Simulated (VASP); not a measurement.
The system is MnS.

```xyz
2
Lattice="0.0000 2.6122 2.6122 2.6122 0.0000 2.6122 2.6122 2.6122 0.0000" Properties=species:S:1:pos:R:3 pbc="T T T"
Mn    0.0000    0.0000    0.0000
S     2.6122    2.6122    2.6122
```

Base run:

| Quantity | Value |
| --- | --- |
| Program | VASP 6.6.1 |
| Functional | PBE |
| Potentials or basis | VASP PAW PBE potentials, release 64 (Mn_pv, S) |
| Cutoff | 520 eV |
| k mesh | 6 × 6 × 6 |
| Occupations | gaussian, width 0.05 eV |
| Spin | collinear spin, ferromagnetic start |
| Starting moments | [4.0, 0.0] μB |
| Fixed moment | 4 μB |

Its results: pressure -10.2 GPa; site moments Mn +3.81; S -0.02 μB.

**Question.** The run is repeated on the same cell with these changes: fixed moment from 4 μB to 2 μB; hubbard terms from none to Mn d U = 3 eV. What comes out?

**Answer.** Pressure -8.9 GPa; site moments Mn +1.90; S -0.03 μB.

Caveats: the total moment is fixed, so each spin has its own Fermi level; a cell with one magnetic atom can't hold antiferromagnetic order, which such compounds often take; the moment is held away from its start (some runs).
